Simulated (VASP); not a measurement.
An input for Quantum ESPRESSO's pw.x (written as the equivalent of a VASP run, and not itself run):

```
&CONTROL
  calculation = 'vc-relax'
  pseudo_dir = './pseudo'
  outdir = './out'
  tprnfor = .true.
  tstress = .true.
  nstep = 30
  forc_conv_thr = 0.00039
/
&SYSTEM
  ibrav = 0
  nat = 2
  ntyp = 1
  ecutwfc = 84
  occupations = 'smearing'
  smearing = 'methfessel-paxton'
  degauss = 0.00735
  input_dft = 'pw91'
/
&ELECTRONS
  conv_thr = 7.3e-09
  electron_maxstep = 100
/
&IONS
/
&CELL
  cell_dofree = 'shape'
/
ATOMIC_SPECIES
  Ti 47.867 Ti.upf
CELL_PARAMETERS angstrom
     1.4355179   -2.4863899    0.0000000
     1.4355179    2.4863899    0.0000000
     0.0000000    0.0000000    4.5520949
ATOMIC_POSITIONS crystal
  Ti   0.3333330  0.6666670  0.2500000
  Ti   0.6666670  0.3333330  0.7500000
K_POINTS automatic
  14 14 8 0 0 0
```

Question: Write the VASP files for the same calculation (PW91).

Answer: This is not unique; one that fits is 
### POSCAR
```
Ti
1
    1.4355178533    -2.4863899137     0.0000000000
    1.4355178533     2.4863899137     0.0000000000
    0.0000000000     0.0000000000     4.5520949105
Ti
2
Direct
  0.3333330000   0.6666670000   0.2500000000
  0.6666670000   0.3333330000   0.7500000000
```

**KPOINTS**
```
Automatic mesh
0
Gamma
14 14 8
0 0 0
```

### INCAR
```
! general
SYSTEM =Ti
PREC   =Accurate
ENCUT  =520   ! plane-wave cut-off (eV)
LREAL  =.FALSE.   ! projection in real space or not
LASPH  =.TRUE.

! electronic loop
EDIFF  =1E-7   ! SCF stop (eV)
NELM   =100   ! most electronic steps
ALGO   =Normal
LMAXMIX=4   ! l cut-off of mixed one-centre charges

! smearing
ISMEAR =1
SIGMA  =0.1   ! width (eV)

! functional
GGA    =91

! ions
IBRION =2   ! conjugate gradients
NSW    =30   ! most ionic steps
ISIF   =4   ! ions and shape, fixed volume
EDIFFG =-0.01

! output
LWAVE  =.FALSE.
LCHARG =.FALSE.
```

POTCAR, in this order: Ti_sv (PBE.64 set). Program: vasp_std.

Limits of the translation: the potentials are each code's own (VASP's PAW set, PseudoDojo norm-conserving files in pw.x), so ENCUT and ecutwfc are chosen apart and not converted; conv_thr bounds pw.x's estimated SCF error, while EDIFF bounds the energy change between steps; forc_conv_thr acts on force components and is met together with etot_conv_thr.

The compound is Ti in the hcp structure. This cell is one point of a volume scan, at 0.94 of the reference volume.
